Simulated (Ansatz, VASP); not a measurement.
# In2O3 (In2O3 (Ia-3)): VASP beside Ansatz

Aim: how closely do two programs agree when they are given the same cell, functional and k mesh? Of the first pair: The structure shown is the start of the Ansatz relaxation below; VASP solves that cell, so the two are compared at the walk's first step.

Main program and level: Ansatz 0.2.0; plane waves, with VASP 6.6.1 beside it; r2SCAN.

## (1) The structure

Symmetry: Ia-3, No. 206, cubic system. Conventional cell: a = 10.161 Å, b = 10.161 Å, c = 10.161 Å, α = 90.00°, β = 90.00°, γ = 90.00°. In has 6 O at 2.18 Å nearest. In has 6 O at 2.14 to 2.23 Å nearest. Nearest to O lie 4 In at 2.14 to 2.23 Å. Farther neighbours and most contacts between anions are not listed.

## (2) Ansatz: relaxation, r2SCAN

Ansatz runs on its default PAW (the set named soft_2) files.

The two programs are compared at the cell with which this relaxation starts, whose forces are those of its first step.

File input.yaml:

```yaml
crystal:
  lattice:
    - [-5.0807191, 5.0807191, 5.0807191]
    - [5.0807191, -5.0807191, 5.0807191]
    - [5.0807191, 5.0807191, -5.0807191]
  atoms:
    - { symbol: In, position: [0.5, 0.5, 0.5] }
    - { symbol: In, position: [0.25, 0.7160077, 0.4660077] }
    - { symbol: In, position: [0.75, 0.7839923, 0.0339923] }
    - { symbol: In, position: [0.4660077, 0.25, 0.7160077] }
    - { symbol: In, position: [0.0339923, 0.75, 0.7839923] }
    - { symbol: In, position: [0.7160077, 0.4660077, 0.25] }
    - { symbol: In, position: [0.7839923, 0.0339923, 0.75] }
    - { symbol: In, position: [0.75, 0.2839923, 0.5339923] }
    - { symbol: In, position: [0.5339923, 0.75, 0.2839923] }
    - { symbol: In, position: [0.2839923, 0.5339923, 0.75] }
    - { symbol: In, position: [0.9660077, 0.25, 0.2160077] }
    - { symbol: In, position: [0.25, 0.2160077, 0.9660077] }
    - { symbol: In, position: [0.5, 0.0, 0.0] }
    - { symbol: In, position: [0.2160077, 0.9660077, 0.25] }
    - { symbol: In, position: [0.0, 0.5, 0.0] }
    - { symbol: In, position: [0.0, 0.0, 0.5] }
    - { symbol: O, position: [0.5366708, 0.7721591, 0.5445309] }
    - { symbol: O, position: [0.7276282, 0.9921399, 0.9554691] }
    - { symbol: O, position: [0.7723718, 0.7278409, 0.2645117] }
    - { symbol: O, position: [0.5445309, 0.5366708, 0.7721591] }
    - { symbol: O, position: [0.9554691, 0.7276282, 0.9921399] }
    - { symbol: O, position: [0.2645117, 0.7723718, 0.7278409] }
    - { symbol: O, position: [0.7721591, 0.5445309, 0.5366708] }
    - { symbol: O, position: [0.9921399, 0.9554691, 0.7276282] }
    - { symbol: O, position: [0.7278409, 0.2645117, 0.7723718] }
    - { symbol: O, position: [0.4633292, 0.2278409, 0.4554691] }
    - { symbol: O, position: [0.4554691, 0.4633292, 0.2278409] }
    - { symbol: O, position: [0.2278409, 0.4554691, 0.4633292] }
    - { symbol: O, position: [0.9633292, 0.5078601, 0.2354883] }
    - { symbol: O, position: [0.4921399, 0.7645117, 0.0366708] }
    - { symbol: O, position: [0.5078601, 0.2354883, 0.9633292] }
    - { symbol: O, position: [0.7645117, 0.0366708, 0.4921399] }
    - { symbol: O, position: [0.2723718, 0.0078601, 0.0445309] }
    - { symbol: O, position: [0.7354883, 0.2276282, 0.2721591] }
    - { symbol: O, position: [0.2354883, 0.9633292, 0.5078601] }
    - { symbol: O, position: [0.0366708, 0.4921399, 0.7645117] }
    - { symbol: O, position: [0.0445309, 0.2723718, 0.0078601] }
    - { symbol: O, position: [0.2721591, 0.7354883, 0.2276282] }
    - { symbol: O, position: [0.2276282, 0.2721591, 0.7354883] }
    - { symbol: O, position: [0.0078601, 0.0445309, 0.2723718] }
basis:
  ecutwfc: 500
  xc_grid: 2
hamiltonian:
  xc: r2scan
kpoints:
  mp_grid: { grid: [4, 4, 4] }
scf:
  occupations: { method: fixed }
  max_iter: 100
relax:
  f_tol: 0.005
  max_steps: 60
  cell: {}
output:
  forces: true
  stress: true
checkpoint:
  write: "../cell.run"
  compress: false
  write_wavefunctions: false
  write_every: 100000
```

On the command line:

```sh
$ ansatz run input.yaml --threads 4 --pin off --max-ram 6594MiB --backend cpu --events-out ev --progress --plain --runs-dir out
```

Numbers of over 12 decimals in the logs are rounded to 6 here.

The program printed:

```text
Engine: ansatz 0.2.0, aarch64-unknown-linux-gnu
Pseudopotentials: kind: paw
Pseudopotential: In, paw, valence charge 13, recommended cutoff 500 eV (meta_gga), In.paw.azcp
Pseudopotential: O, paw, valence charge 6, recommended cutoff 500 eV (meta_gga), O.paw.azcp
Functional definition: r2SCAN
  parameter k0 = 0.174
  parameter k1 = 0.065
  parameter a1 = 4.9479
  exchange = r2scan_x(k0 = k0, k1 = k1, a1 = a1)
  correlation = r2scan_c
Crystal: 40 atoms, lattice volume = 524.609 Å³
Basis set: ecut = 500 eV, 13331 PW (Γ), exchange–correlation on 144×144×144 points (8 copies of the dense FFT grid, shifted against one another)
Bands: 216, of which v1, the nominal top of the filled ones, is band 176 counted from 1 (175 counted from 0)
Symmetry: 24 space group operations
Space group: Ia-3 (ITA 206), of the structure as read, at distance tolerance 8.1e-5 Å
k-points: 8 of 64
Non-local potential: In, projectors of the file, l = 0: 2, l = 1: 2, l = 2: 2, l = 3: 2
Non-local potential: O, projectors of the file, l = 0: 2, l = 1: 2, l = 2: 1
PAW form: soft (Blöchl's): semilocal exchange-correlation on the pseudo side does not see the compensation charge
PAW frozen core: In, regenerated for the run's functional (the file was generated under x = pbe(κ = 0.804, μ = 0.219515), c = pbe(β = 0.066725))
PAW frozen core: O, regenerated for the run's functional (the file was generated under x = pbe(κ = 0.804, μ = 0.219515), c = pbe(β = 0.066725))
PAW one-centre angular grid: In, 590 points (default); XC on 289 of its mesh's 2783 points in the sphere
PAW one-centre angular grid: O, 302 points (default); XC on 160 Gauss nodes
Initial density: superposition of atomic densities (neutral atoms: chi_scale 0, normalization atom), corrected by the library's trained network
Initial wavefunctions: pseudopotential atomic-orbital guess
Functional: x = r2scan, c = r2scan; τ floored in thin density (d = 2e-4 eV/Å³)
SCF iter   1: F=—  HF=-103446.058787 eV  |F-HF|=—  |Δ(HF+E_count)|=         —  Δρ=1.14e-2  dr2=4.63e-1  dr2_τ=1.33e0  ethr=1.77e-3  ⟨swp⟩=5.0  Hψ=5011  notcnv=0  defer=291
preconditioner: auto → Resta (q_TF=auto, 2.553 Å⁻¹)  ε∞=4.1  [insulator: Δε(μ)=1.710 eV  Ē_g=17.163 eV  n_scr=140 (ndim 8)  ℏωp=30.4 eV  f_vac=0.052  ε∞_Penn≈4.1]
SCF iter   2: F=—  HF=-103446.730737 eV  |F-HF|=—  |Δ(HF+E_count)|=   6.72e-1  Δρ=6.29e-3  dr2=1.22e-1  dr2_τ=7.26e-3  ethr=1.32e-4  ⟨swp⟩=3.0  Hψ=3338  notcnv=0  defer=299
SCF iter   3: F=—  HF=-103446.721480 eV  |F-HF|=—  |Δ(HF+E_count)|=   9.26e-3  Δρ=8.78e-4  dr2=1.96e-3  dr2_τ=3.11e-4  ethr=3.46e-5  ⟨swp⟩=2.0  Hψ=2045  notcnv=0  defer=299
SCF iter   4: F=—  HF=-103446.722676 eV  |F-HF|=—  |Δ(HF+E_count)|=   1.20e-3  Δρ=2.80e-4  dr2=4.72e-4  dr2_τ=2.99e-5  ethr=5.58e-7  ⟨swp⟩=3.0  Hψ=2877  notcnv=0  defer=299
SCF iter   5: F=—  HF=-103446.722656 eV  |F-HF|=—  |Δ(HF+E_count)|=   2.02e-5  Δρ=1.14e-4  dr2=4.84e-5  dr2_τ=7.01e-6  ethr=1.34e-7  ⟨swp⟩=2.0  Hψ=2826  notcnv=0  defer=284
SCF iter   6: F=—  HF=-103446.723150 eV  |F-HF|=—  |Δ(HF+E_count)|=   4.95e-4  Δρ=2.24e-5  dr2=2.86e-6  dr2_τ=9.81e-8  ethr=1.37e-8  ⟨swp⟩=2.1  Hψ=2105  notcnv=0  defer=280
SCF iter   7: F=—  HF=-103446.723151 eV  |F-HF|=—  |Δ(HF+E_count)|=   7.91e-7  Δρ=5.56e-6  dr2=1.98e-7  dr2_τ=6.95e-9  ethr=8.12e-10  ⟨swp⟩=2.4  Hψ=2373  notcnv=0  defer=280
SCF iter   8: F=-103446.723151 eV  HF=-103446.723151 eV  |F-HF|=2.10e-9  |Δ(HF+E_count)|=   2.01e-8  Δρ=9.47e-7  dr2=4.40e-9  dr2_τ=1.25e-9  ethr=2.84e-11  ⟨swp⟩=4.0  Hψ=5068  notcnv=0
SCF 1 converged in 8 iterations: F = -103446.723151 eV  dr2 = 4.40e-9
  greatest PAW one-centre occupation: 0.991 electrons in one spin orbital (limit 2), on the In atom at site 0 (counted from 0), in its partial waves of l = 2
relax step   1: F+E_penalty+E_count = -103446.72315089 eV  Δ(F+E_penalty+E_count) = +0.000e0 eV  max|allowed force component| = 2.086e-2 eV/Å  Δτ_max = 0.0000 Å  P = -0.136 GPa  Ω = 524.609 Å³  (8 SCF iters, dr2 threshold 1.00e-7 eV, accepted)
Crystal: 40 atoms, lattice volume = 524.005 Å³
Initial density: handed on by an earlier stage of this run
Initial wavefunctions: those handed on with the density
iter 1 solved again at ethr=1.11e-7 eV; its pass at ethr=3.10e-3 eV (dr2=3.90e-4 eV) is discarded
SCF iter   1: F=—  HF=-103446.723013 eV  |F-HF|=—  |Δ(HF+E_count)|=         —  Δρ=3.72e-4  dr2=3.86e-4  dr2_τ=7.90e-3  ethr=1.11e-7  ⟨swp⟩=2.0  Hψ=5663  notcnv=0  defer=299
preconditioner: auto → Resta (q_TF=auto, 2.553 Å⁻¹)  ε∞=4.2  [insulator: Δε(μ)=1.661 eV  Ē_g=17.071 eV  n_scr=140 (ndim 8)  ℏωp=30.4 eV  f_vac=0.052  ε∞_Penn≈4.2]
SCF iter   2: F=—  HF=-103446.723562 eV  |F-HF|=—  |Δ(HF+E_count)|=   5.49e-4  Δρ=1.65e-4  dr2=8.17e-5  dr2_τ=7.02e-6  ethr=1.10e-7  ⟨swp⟩=2.0  Hψ=2877  notcnv=0  defer=299
[...]
Initial wavefunctions: pseudopotential atomic-orbital guess (no wavefunctions were taken with the density)
iter 1 solved again at ethr=1.84e-8 eV; its pass at ethr=3.10e-3 eV (dr2=6.47e-5 eV) is discarded
SCF iter   1: F=—  HF=-103446.723465 eV  |F-HF|=—  |Δ(HF+E_count)|=         —  Δρ=2.58e-6  dr2=5.44e-9  dr2_τ=1.29e-8  ethr=1.84e-8  ⟨swp⟩=4.0  Hψ=9785  notcnv=0  defer=299
[...]
SCF converged after 4 iterations
Free energy (F): -103446.723939 eV
Harris-Foulkes:  -103446.723939 eV  (|F-HF|=2.91e-11)
Internal energy: -103446.723939 eV  (E = F + TS)
E sigma→0 (E₀):  -103446.723939 eV
Fermi energy:    8.251316 eV
--- Per-component energies (eV) ---
  E_band       = -242.317385
  E_kinetic    = 8161.112609
  E_local      = -24590.311778  (includes V_loc(G=0)·N_el)
  E_nonlocal   = 7100.261788
  E_hartree    = 9536.045100
  E_xc         = -4947.482509
  E_vxc        = -4199.238992  (∫ρ·V_xc dr)
  E_paw        = -70903.491830  (= ΣΔE_a)
  E_vpaw       = -6059.178879  (= ΣTr[D̂ρ^β])
  E_aug_tail   = 0.025075  (compensation charges beyond the density's cutoff)
  E_vtau       = 272.923552  (kinetic-family band-sum trace: ∫τ·v_τ [+ j·A + Jᵃ·Aᵃ] dr)
  E_ewald      = -27817.564545
  E_core_change = 14.682152  (= ΣΔE_core)
  E_smearing   = -0.000000  (= −TS)
  E_closure    = 0.000000  (closes the sum)
  Σ components = -103446.723939   (vs F -103446.723939, Δ=0.00e0)
--- Forces (eV/Å), atoms counted from 1 ---
  atom   1  In    -0.00000000    -0.00000000    -0.00000000
  atom   2  In    -0.00202279     0.00000000     0.00000000
  atom   3  In     0.00202279     0.00000000    -0.00000000
  atom   4  In     0.00000000    -0.00202279     0.00000000
  atom   5  In    -0.00000000     0.00202279     0.00000000
  atom   6  In     0.00000000    -0.00000000    -0.00202279
  atom   7  In    -0.00000000     0.00000000     0.00202279
  atom   8  In     0.00202279    -0.00000000    -0.00000000
  atom   9  In    -0.00000000     0.00202279    -0.00000000
  atom  10  In     0.00000000     0.00000000     0.00202279
  atom  11  In     0.00000000    -0.00202279    -0.00000000
  atom  12  In    -0.00202279     0.00000000    -0.00000000
  atom  13  In    -0.00000000    -0.00000000     0.00000000
  atom  14  In    -0.00000000     0.00000000    -0.00202279
  atom  15  In     0.00000000    -0.00000000    -0.00000000
  atom  16  In     0.00000000    -0.00000000    -0.00000000
  atom  17  O      0.00030255    -0.00314612     0.00219657
  atom  18  O     -0.00030255     0.00314612     0.00219657
  atom  19  O     -0.00030255    -0.00314612    -0.00219657
  atom  20  O      0.00219657     0.00030255    -0.00314612
  atom  21  O      0.00219657    -0.00030255     0.00314612
  atom  22  O     -0.00219657    -0.00030255    -0.00314612
  atom  23  O     -0.00314612     0.00219657     0.00030255
  atom  24  O      0.00314612     0.00219657    -0.00030255
[...]
atom  33  O      0.00030255    -0.00314612    -0.00219657
  atom  34  O      0.00219657     0.00030255     0.00314612
  atom  35  O     -0.00219657     0.00030255     0.00314612
  atom  36  O     -0.00030255    -0.00314612     0.00219657
  atom  37  O     -0.00219657     0.00030255    -0.00314612
  atom  38  O      0.00314612     0.00219657     0.00030255
  atom  39  O      0.00030255     0.00314612     0.00219657
  atom  40  O     -0.00314612    -0.00219657     0.00030255
  max |Σ_I F_I| component: 2.17e-18 eV/Å
--- Stress (GPa, compression-positive) ---
       -0.023545      -0.000000      -0.000000
       -0.000000      -0.023545      -0.000000
       -0.000000       0.000000      -0.023545
  P = ⅓ Tr σ = -0.0235 GPa (-0.235 kbar)
--- Relaxed structure (4 steps of the walk, 4 accepted, 1 SCFs on fresh bases) ---
  F+E_penalty+E_count = -103446.72393881 eV   max|allowed force component| = 3.146e-3 eV/Å   (the final SCF, on the basis selected at the relaxed cell)
  cell:  # Å, volume = 524.1563 Å³
    - [-5.079258, 5.079258, 5.079258]
    - [5.079258, -5.079258, 5.079258]
    - [5.079258, 5.079258, -5.079258]
  atoms:
    - { symbol: In, position: [0.5, 0.5, 0.5] }
    - { symbol: In, position: [0.250000, 0.716072, 0.466072] }
    - { symbol: In, position: [0.75, 0.783928, 0.033928] }
    - { symbol: In, position: [0.466072, 0.25, 0.716072] }
    - { symbol: In, position: [0.033928, 0.75, 0.783928] }
    - { symbol: In, position: [0.716072, 0.466072, 0.25] }
    - { symbol: In, position: [0.783928, 0.033928, 0.75] }
    - { symbol: In, position: [0.75, 0.283928, 0.533928] }
    - { symbol: In, position: [0.533928, 0.75, 0.283928] }
    - { symbol: In, position: [0.283928, 0.533928, 0.75] }
    - { symbol: In, position: [0.966072, 0.25, 0.216072] }
    - { symbol: In, position: [0.25, 0.216072, 0.966072] }
    - { symbol: In, position: [0.5, 0.0, 0.0] }
    - { symbol: In, position: [0.216072, 0.966072, 0.25] }
    - { symbol: In, position: [0.0, 0.5, 0.0] }
    - { symbol: In, position: [0.0, 0.0, 0.5] }
    - { symbol: O, position: [0.536784, 0.772270, 0.544789] }
    - { symbol: O, position: [0.727481, 0.991995, 0.955211] }
    - { symbol: O, position: [0.772519, 0.727730, 0.264514] }
    - { symbol: O, position: [0.544789, 0.536784, 0.772270] }
    - { symbol: O, position: [0.955211, 0.727481, 0.991995] }
    - { symbol: O, position: [0.264514, 0.772519, 0.727730] }
    - { symbol: O, position: [0.772270, 0.544789, 0.536784] }
    - { symbol: O, position: [0.991995, 0.955211, 0.727481] }
    - { symbol: O, position: [0.727730, 0.264514, 0.772519] }
    - { symbol: O, position: [0.463216, 0.227730, 0.455211] }
    - { symbol: O, position: [0.455211, 0.463216, 0.227730] }
    - { symbol: O, position: [0.227730, 0.455211, 0.463216] }
    - { symbol: O, position: [0.963216, 0.508005, 0.235486] }
    - { symbol: O, position: [0.491995, 0.764514, 0.036784] }
    - { symbol: O, position: [0.508005, 0.235486, 0.963216] }
    - { symbol: O, position: [0.764514, 0.036784, 0.491995] }
    - { symbol: O, position: [0.272519, 0.00800456, 0.044789] }
    - { symbol: O, position: [0.735486, 0.227481, 0.272270] }
    - { symbol: O, position: [0.235486, 0.963216, 0.508005] }
    - { symbol: O, position: [0.036784, 0.491995, 0.764514] }
    - { symbol: O, position: [0.044789, 0.272519, 0.00800456] }
    - { symbol: O, position: [0.272270, 0.735486, 0.227481] }
    - { symbol: O, position: [0.227481, 0.272270, 0.735486] }
    - { symbol: O, position: [0.00800456, 0.044789, 0.272519] }
```

## (3) VASP: single point, r2SCAN, start cell, pair 1

The same cell, functional and mesh now go to VASP, with its own data sets.

Lines of VASP's logs that name or quote its potential files are left out, and so is its time.

File INCAR:

```
SYSTEM = In2O3
PREC = Accurate
ENCUT = 580
EDIFF = 1E-06
NELM = 120
ISMEAR = 0
SIGMA = 0.01
LREAL = Auto
ALGO = Normal
METAGGA = R2SCAN
LASPH = .TRUE.
NBANDS = 204
LORBIT = 11
LWAVE = .FALSE.
LCHARG = .FALSE.
ISIF = 2
GGA_COMPAT = .FALSE.
EFERMI = MIDGAP
LMIXTAU = .TRUE.
KPAR = 4
```

File POSCAR:

```
In2O3
1.0
   -5.0807190000      5.0807190000      5.0807190000
    5.0807190000     -5.0807190000      5.0807190000
    5.0807190000      5.0807190000     -5.0807190000
In O
16 24
Direct
    0.5000000000      0.5000000000      0.5000000000
    0.2500000000      0.7160076655      0.4660076655
    0.7500000000      0.7839923345      0.0339923345
    0.4660076655      0.2500000000      0.7160076655
    0.0339923345      0.7500000000      0.7839923345
    0.7160076655      0.4660076655      0.2500000000
    0.7839923345      0.0339923345      0.7500000000
    0.7500000000      0.2839923345      0.5339923345
    0.5339923345      0.7500000000      0.2839923345
    0.2839923345      0.5339923345      0.7500000000
    0.9660076655      0.2500000000      0.2160076655
    0.2500000000      0.2160076655      0.9660076655
    0.5000000000      0.0000000000      0.0000000000
    0.2160076655      0.9660076655      0.2500000000
    0.0000000000      0.5000000000      0.0000000000
    0.0000000000      0.0000000000      0.5000000000
    0.5366708186      0.7721590438      0.5445309020
    0.7276281418      0.9921399166      0.9554690980
    0.7723718582      0.7278409562      0.2645117748
    0.5445309020      0.5366708186      0.7721590438
    0.9554690980      0.7276281418      0.9921399166
    0.2645117748      0.7723718582      0.7278409562
    0.7721590438      0.5445309020      0.5366708186
    0.9921399166      0.9554690980      0.7276281418
    0.7278409562      0.2645117748      0.7723718582
    0.4633291814      0.2278409562      0.4554690980
    0.4554690980      0.4633291814      0.2278409562
    0.2278409562      0.4554690980      0.4633291814
    0.9633291814      0.5078600834      0.2354882252
    0.4921399166      0.7645117748      0.0366708186
    0.5078600834      0.2354882252      0.9633291814
    0.7645117748      0.0366708186      0.4921399166
    0.2723718582      0.0078600834      0.0445309020
    0.7354882252      0.2276281418      0.2721590438
    0.2354882252      0.9633291814      0.5078600834
    0.0366708186      0.4921399166      0.7645117748
    0.0445309020      0.2723718582      0.0078600834
    0.2721590438      0.7354882252      0.2276281418
    0.2276281418      0.2721590438      0.7354882252
    0.0078600834      0.0445309020      0.2723718582
```

File KPOINTS:

```
Automatic mesh
0
Gamma
4 4 4
0 0 0
```

PAW data sets: In_d and O (PBE family, release 64).

On the command line:

```sh
$ mpirun -np 4 vasp_std
```

The program printed:

```text
[banner, memory and clock lines left out]
running    4 mpi-ranks, on    1 nodes
[...]
|                                                                             |
|               ----> ADVICE to this user running VASP <----                  |
|                                                                             |
|     You enforced a specific xc type in the INCAR file but a different       |
|     [... a line on the potential file left out ...]
|     I HOPE YOU KNOW WHAT YOU ARE DOING!                                     |
|                                                                             |

 LDA part: xc-table for (None), standard interpolation
 POSCAR, INCAR and KPOINTS ok, starting setup
[...]
entering main loop
       N       E                     dE             d eps       ncg     rms          rms(c)
DAV:   1     0.652442887213E+04    0.65244E+04   -0.16024E+05  3264   0.271E+03
DAV:   2     0.131016335024E+04   -0.52143E+04   -0.50469E+04  3264   0.830E+02
DAV:   3    -0.395346372836E+03   -0.17055E+04   -0.15969E+04  3320   0.375E+02
DAV:   4    -0.694112625507E+03   -0.29877E+03   -0.29105E+03  4424   0.153E+02
[...]
DAV:  20    -0.578749094928E+03   -0.63554E-04   -0.48768E-05  3320   0.240E-02    0.383E-03
DAV:  21    -0.578749099256E+03   -0.43278E-05   -0.30358E-06  2584   0.109E-02    0.587E-03
DAV:  22    -0.578749099274E+03   -0.17695E-07   -0.57824E-07  1824   0.360E-03
   1 F= -.57874910E+03 E0= -.57874910E+03  d E =0.000000E+00
```

Parts of OUTCAR (step 3):

```text
  Total        2.6370715      2.6370715      2.6370715      0.0000000     -0.0000000      0.0000000
  in kB        8.0537281      8.0537281      8.0537281      0.0000000     -0.0000000      0.0000000
  external PRESSURE =       8.0537281 kB  Pullay stress =       0.0000000 kB

 POSITION                                       TOTAL-FORCE (eV/Angst)
 -----------------------------------------------------------------------------------
      2.54036      2.54036      2.54036         0.000000     -0.000000      0.000000
      4.73531      0.00000      2.54036         0.044226     -0.000000      0.000000
      0.34541      0.00000      7.62108        -0.044226      0.000000     -0.000000
      2.54036      4.73531      0.00000         0.000000      0.044226     -0.000000
      7.62108      0.34541      0.00000        -0.000000     -0.044226      0.000000
      0.00000      2.54036      4.73531        -0.000000      0.000000      0.044226
      0.00000      7.62108      0.34541         0.000000     -0.000000     -0.044226
      0.34541      5.08072      2.54036        -0.044226      0.000000     -0.000000
      2.54036      0.34541      5.08072        -0.000000     -0.044226      0.000000
      5.08072      2.54036      0.34541         0.000000     -0.000000     -0.044226
     -2.54036      4.73531      5.08072         0.000000      0.044226     -0.000000
      4.73531      5.08072     -2.54036         0.044226     -0.000000      0.000000
     -2.54036      2.54036      2.54036         0.000000     -0.000000      0.000000
      5.08072     -2.54036      4.73531        -0.000000      0.000000      0.044226
[...]
-----------------------------------------------------------------------------------
    total drift:                                0.000000      0.000000     -0.000000

  FREE ENERGIE OF THE ION-ELECTRON SYSTEM (eV)
  ---------------------------------------------------
  free  energy   TOTEN  =      -578.7490992735 eV

  energy  without entropy=     -578.7490992735  energy(sigma->0) =     -578.74909927

[... 2 further parts left out ...]
[key lines of the parts left out:]
E-fermi :   5.8400
```

The run ends at a pressure of 0.81 GPa, with forces up to 0.048 eV/Å.

[end of part 1 of 2]

[Lines on the potential files, build, host, timing and source positions are cut from VASP's logs without a mark.]

[Logs are printed without paths, hosts, clocks, repeated set-up lines and the standing remarks that a program may print on its own settings, such as how far it seeks lower states.]

[Hosts, paths, dates, database ids (printed as entryN), source tags and the programs' standing remarks are cut or masked in the printed files.]
